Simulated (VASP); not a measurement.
Calculation: PBEsol GGA, VASP's PBE PAW potentials (set 64) (plane waves; VASP).

VASP ran on this input.

### POSCAR
```
Hg3ZnTe4
12.8464790
 -0.0005159696   0.4980347728   0.4999999982
  0.4980347728  -0.0005159696   0.4999999982
  0.2487594016   0.2487594016   0.0000000000
Zn Te Hg
1 4 3
Cart
  0.2487594016   0.2487594016   0.0009600353
  0.1243797008   0.1243797008   0.1148764021
  0.3788321713   0.1186866318   0.3806061334
  0.1186866318   0.3788321713   0.3806061334
  0.3731391024   0.3731391024   0.6253475709
  0.2473013148   0.0014580868   0.2498737102
  0.0014580868   0.2473013148   0.2498737102
  0.2487594016   0.2487594016   0.4978562951
```

### KPOINTS
```
k-points along high-symmetry lines
8
Line-mode
Reciprocal
  0.000000   0.000000   0.000000 ! GAMMA
 -0.500000  -0.500000   0.000000 ! Y

 -0.500000  -0.500000   0.000000 ! Y
 -0.625000  -0.375000   0.000000 ! C_0

 -0.375000   0.375000   0.000000 ! SIGMA_0
  0.000000   0.000000   0.000000 ! GAMMA

  0.000000   0.000000   0.000000 ! GAMMA
  0.500000   0.500000   0.500000 ! Z

  0.500000   0.500000   0.500000 ! Z
  0.125000   0.875000   0.500000 ! A_0

 -0.125000   0.125000   0.500000 ! E_0
  0.000000   0.000000   0.500000 ! T

  0.000000   0.000000   0.500000 ! T
 -0.500000  -0.500000   0.000000 ! Y

  0.000000   0.000000   0.000000 ! GAMMA
 -0.500000   0.000000   0.000000 ! S

 -0.500000   0.000000   0.000000 ! S
  0.000000   0.500000   0.500000 ! R

  0.000000   0.500000   0.500000 ! R
  0.500000   0.500000   0.500000 ! Z

  0.500000   0.500000   0.500000 ! Z
  0.000000   0.000000   0.500000 ! T
```

**INCAR**
```
PREC = Accurate
NELM = 100
ICHARG = 11
GGA = PS
LWAVE = .FALSE.
SYSTEM = Hg3ZnTe4
EDIFF = 1E-7   # SCF stop (eV)
LORBIT = 11
LCHARG = .FALSE.
ALGO = Normal   # blocked Davidson
ISMEAR = 0
LASPH = .TRUE.
LMAXMIX = 6   # l cut-off of mixed one-centre charges
ENCUT = 400   # plane-wave cut-off (eV)
SIGMA = 0.05
LREAL = .FALSE.   # projection in real space or not
```

POTCAR, in this order: Zn Te Hg (PBE.64 set). Program: vasp_std. Read from the step before: CHGCAR.

Output

**OUTCAR**
```
 ion  position               nearest neighbor table
   1  0.001  0.001  0.998-   3 2.66   4 2.66   2 2.69   2 2.69
   2  0.115  0.115  0.270-   1 2.69   1 2.69   6 2.83   7 2.83
   3  0.120  0.642  0.239-   1 2.66   8 2.80   6 2.82   6 2.82
   4  0.642  0.120  0.239-   1 2.66   8 2.80   7 2.82   7 2.82
   5  0.625  0.625  0.249-   8 2.79   8 2.79   7 2.80   6 2.80
   6  0.003  0.496  0.000-   5 2.80   3 2.82   3 2.82   2 2.83
   7  0.496  0.003  0.000-   5 2.80   4 2.82   4 2.82   2 2.83
   8  0.498  0.498  0.004-   5 2.79   5 2.79   3 2.80   4 2.80
  LATTYP: Found a base centered orthorhombic cell.
 ALAT       =     9.0575027887
 B/A-ratio  =     1.4183245926
 C/A-ratio  =     0.4989650610
 Subroutine PRICEL returns:
 Original cell was already a primitive cell.
 Subroutine GETGRP returns: Found  4 space group operations
The static configuration has the point symmetry C_2v.
The dynamic configuration has the point symmetry C_2v.
 Subroutine INISYM returns: Found  4 space group operations
   k-points           NKPTS =     88   k-points in BZ     NKDIM =     88   number of bands    NBANDS=     43
   number of dos      NEDOS =    301   number of ions     NIONS =      8
   total plane-waves  NPLWV = 108000
   dimension x,y,z NGX =    60 NGY =   60 NGZ =   30
   dimension x,y,z NGXF=   120 NGYF=  120 NGZF=   60
   ions per type =               1   4   3
   PREC   = accura    normal or accurate (medium, high low for compatibility)
   ISTART =      0    job   : 0-new  1-cont  2-samecut
   ICHARG =     11    charge: 1-file 2-atom 10-const
   ISPIN  =      1    spin polarized calculation?
   LNONCOLLINEAR =      F non collinear calculations
   LSORBIT =      F    spin-orbit coupling
   INIWAV =      1    electr: 0-lowe 1-rand  2-diag
   ENCUT  =  400.0 eV  29.40 Ry    5.42 a.u.  14.78 14.78  7.37*2*pi/ulx,y,z
   NELM   =    100;   NELMIN=  2; NELMDL= -5     # of ELM steps
   EDIFF  = 0.1E-06   stopping-criterion for ELM
   LREAL  =      F    real-space projection
   NLSPLINE    = F    spline interpolate recip. space projectors
   LMAXMIX     =    6 max onsite mixed and CHGCAR
   VOSKOWN=      0    Vosko Wilk Nusair interpolation
   EDIFFG = 0.1E-05   stopping-criterion for IOM
   NSW    =      0    number of steps for IOM
   NBLOCK =      1;   KBLOCK =      1    inner block; outer block
   IBRION =     -1    ionic relax: 0-MD 1-quasi-New 2-CG
   NFREE  =      0    steps in history (QN), initial steepest desc. (CG)
   ISIF   =      2    stress and relaxation
   ISYM   =      2    0-nonsym 1-usesym 2-fastsym
   TEIN   =    0.0    initial temperature
   TEBEG  =    0.0;   TEEND  =   0.0 temperature during run
   SMASS  =  -3.00    Nose mass-parameter (am)
   PSTRESS=    0.0 pullay stress
   NELECT =      72.0000    total number of electrons
   EFERMI =   0.00;   METHOD = LEGACY
   ISMEAR =     0;   SIGMA  =   0.05  broadening in eV -4-tet -1-fermi 0-gaus
   IALGO  =     38    algorithm
   LDIAG  =      T    sub-space diagonalisation (order eigenvalues)
   IMIX   =      4    mixing-type and parameters
     AMIX     =   0.40;   BMIX     =  1.00
     AMIX_MAG =   1.60;   BMIX_MAG =  1.00
     AMIN     =   0.10
   GGA     = PS    functional components
   VOSKOWN =     0    Vosko Wilk Nusair interpolation
   LHFCALC =     F    Hartree Fock is set to
   LHFONE  =     F    Hartree Fock one center treatment
   AEXX    =    0.0000 exact exchange contribution
   IVDW    =     0    specifies the selected vdW correction
   LEPSILON=     F    determine dielectric tensor
   LRPA    =     F    only Hartree local field effects (RPA)
  energy-cutoff  :      400.00
  volume of cell :      262.93
      direct lattice vectors                 reciprocal lattice vectors
    -0.006628393  6.397993250  6.423239476    -0.078068624  0.078068624  0.077842341
     6.397993250 -0.006628393  6.423239476     0.078068624 -0.078068624  0.077842341
     3.195682429  3.195682429  0.000000000     0.156461104  0.156461104 -0.155684683
 k-point     1 :   0.0000 0.0000 0.0000  plane waves:    4793
 k-point     2 :  -0.0714-0.0714 0.0000  plane waves:    4799
...
```

**OSZICAR**
```
       N       E                     dE             d eps       ncg     rms          rms(c)
DAV:   1     0.456588948219E+03    0.45659E+03   -0.27534E+04  7568   0.125E+03
DAV:   2     0.164105754507E+02   -0.44018E+03   -0.42894E+03  8278   0.320E+02
DAV:   3    -0.171041565430E+02   -0.33515E+02   -0.33144E+02  8866   0.931E+01
DAV:   4    -0.178339023898E+02   -0.72975E+00   -0.72758E+00  8811   0.133E+01
DAV:   5    -0.178483703665E+02   -0.14468E-01   -0.14466E-01  9049   0.174E+00
DAV:   6    -0.178486586579E+02   -0.28829E-03   -0.28828E-03  9038   0.246E-01
DAV:   7    -0.178486675931E+02   -0.89352E-05   -0.89350E-05  9243   0.395E-02
DAV:   8    -0.178486678043E+02   -0.21115E-06   -0.21099E-06  8697   0.627E-03
DAV:   9    -0.178486678138E+02   -0.95606E-08   -0.95742E-08  5898   0.120E-03
   1 F= -.17848668E+02 E0= -.17847347E+02  d E =-.264199E-02
```

### OUTCAR
```
 val. band max:        2.8769812527   @ k =  -0.0714   0.0000   0.0000

 cond. band min:       2.8818526805   @ k =  -0.0536   0.0536   0.0000



 k-point     1 :       0.0000    0.0000    0.0000
  band No.  band energies     occupation
      1      -9.0389      2.00000
      2      -8.4205      2.00000
      3      -8.3924      2.00000
      4      -8.1833      2.00000
      5      -4.3396      2.00000
      6      -4.3330      2.00000
      7      -4.3285      2.00000
      8      -4.2632      2.00000
      9      -4.2443      2.00000
     10      -4.2266      2.00000
     11      -4.2233      2.00000
     12      -4.2072      2.00000
     13      -4.0764      2.00000
     14      -4.0646      2.00000
     15      -4.0552      2.00000
     16      -4.0212      2.00000
     17      -3.8266      2.00000
     18      -3.8119      2.00000
     19      -3.8108      2.00000
     20      -3.8064      2.00000
     21      -3.7564      2.00000
     22      -3.6724      2.00000
     23      -3.6534      2.00000
     24      -3.4561      2.00000
     25      -2.6194      2.00000
     26      -2.5000      2.00000
     27      -2.4041      2.00000
     28       0.5632      2.00000
     29       0.6162      2.00000
     30       1.7455      2.00000
     31       1.7898      2.00000
     32       1.8499      2.00000
     33       2.0506      2.00000
     34       2.4312      2.00000
     35       2.7856      1.99314
     36       2.7975      1.98211
     37       2.8914      0.77152
     38       3.6111      0.00000
     39       3.8645      0.00000
     40       4.7947      0.00000
     41       5.2642      0.00000
     42       7.0516      0.00000
     43       7.0684      0.00000

 k-point     2 :      -0.0714   -0.0714    0.0000
  band No.  band energies     occupation
      1      -9.0297      2.00000
      2      -8.4209      2.00000
      3      -8.3931      2.00000
      4      -8.1952      2.00000
      5      -4.3370      2.00000
      6      -4.3327      2.00000
...
```

The density is held fixed in this step, so its total energy and stress have no physical meaning. Unless said otherwise, spin-orbit coupling is left out, though it shifts the bands of the heavy elements here.

The structure was generated: Hg3ZnTe4 was put into an ordered model structure (Amm2), which need not be its known phase. It was relaxed first.
